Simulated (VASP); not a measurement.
Computed with PBEsol GGA, VASP's PBE PAW potentials (set 64) (plane waves; VASP).

The input files of a VASP run:

**KPOINTS**
```
Automatic
0
gamma
 5 6 5
```

POSCAR:
```
ZrO2
1
    5.2020360000     0.0000000000     0.0000000000
    0.0000000000     4.9965200000     0.0000000000
    0.0000000000     0.0000000000     5.0225530000
Zr O
4 8
Direct
  0.0302700000   0.7335400000   0.7490600000
  0.9697300000   0.2664600000   0.2490600000
  0.4697300000   0.7335400000   0.2490600000
  0.5302700000   0.2664600000   0.7490600000
  0.2298800000   0.4633000000   0.5008400000
  0.7701200000   0.5367000000   0.0008400000
  0.2701200000   0.4633000000   0.0008400000
  0.7298800000   0.5367000000   0.5008400000
  0.3650300000   0.9326400000   0.6061100000
  0.6349700000   0.0673600000   0.1061100000
  0.1349700000   0.9326400000   0.1061100000
  0.8650300000   0.0673600000   0.6061100000
```

INCAR:
```
SYSTEM  =  ZrO2
PREC  =  Accurate; ENCUT  =  400; LREAL  =  .FALSE.
LASPH  =  .TRUE.; ISYM  =  0
EDIFF  =  1E-6; NELM  =  100; ALGO  =  Normal
LMAXMIX  =  4
ISMEAR  =  0; SIGMA  =  0.05
GGA  =  PS
ISIF  =  2
LWAVE  =  .FALSE.; LCHARG  =  .FALSE.
```

POTCAR, in this order: Zr_sv O (PBE.64 set). Program: vasp_std.

At this cut-off the stress carries a Pulay error, which pulls relaxed volumes low.

Q: Estimate the energy per atom (σ→0), pressure, largest force.

A: 
```yaml
energy per atom (σ→0): -965.3 kJ/mol-atom
pressure: 2.88 GPa
largest_force: 0.182 eV/Å
```

File OSZICAR:
```
...
DAV:   9    -0.120052950443E+03    0.13238E-01   -0.21134E-01 10376   0.178E+00    0.693E-01
DAV:  10    -0.120051868065E+03    0.10824E-02   -0.30012E-02 10207   0.931E-01    0.278E-01
DAV:  11    -0.120052266269E+03   -0.39820E-03   -0.24391E-03 11400   0.257E-01    0.708E-02
DAV:  12    -0.120052245472E+03    0.20797E-04   -0.71240E-04  9880   0.113E-01    0.594E-02
DAV:  13    -0.120052225217E+03    0.20255E-04   -0.27021E-04 10016   0.788E-02    0.308E-02
DAV:  14    -0.120052221356E+03    0.38606E-05   -0.22328E-05  9903   0.246E-02    0.363E-03
DAV:  15    -0.120052221798E+03   -0.44156E-06   -0.21846E-06  6632   0.767E-03
   1 F= -.12005222E+03 E0= -.12005222E+03  d E =-.390708E-15
```

The structure comes from a computed database's ZrO2 entry; how it stands against other phases isn't given here. The cell was not relaxed at this level. The run is one of a series of settings (ISYM = 0 against the base run), some of them coarse on purpose.
